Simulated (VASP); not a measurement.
Here is the system:

```yaml
crystal:
  lattice:
    - [3.91180, 0.00000, 0.00000]
    - [0.00000, 3.91180, 0.00000]
    - [0.00000, 0.00000, 3.91180]
  atoms:
    - { symbol: Sr, position: [0.00000, 0.00000, 0.00000] }
    - { symbol: Ti, position: [0.50000, 0.50000, 0.50000] }
    - { symbol: O, position: [0.50000, 0.00000, 0.50000] }
    - { symbol: O, position: [0.00000, 0.50000, 0.50000] }
    - { symbol: O, position: [0.50000, 0.50000, 0.00000] }
```

These are vdW-DF2, VASP's PBE PAW potentials (set 64) (plane waves; VASP) values and carry that method's errors. Run with 520 eV cut-off, 6×6×6 Γ-centred mesh, Gaussian smearing of 0.050 eV, potentials Sr_sv Ti_sv O.

### Question
Give the stress tensor in GPa (positive for a compressed cell).

### Answer

```
11.46   0.00   0.00
 0.00  11.46   0.00
 0.00   0.00  11.46
```
The pressure is its mean diagonal, 11.46 GPa.

The compound is SrTiO3 in the cubic perovskite structure, the ideal cubic form; the compound distorts at low or room temperature. This cell is one point of a volume scan, at 0.94 of the reference volume.
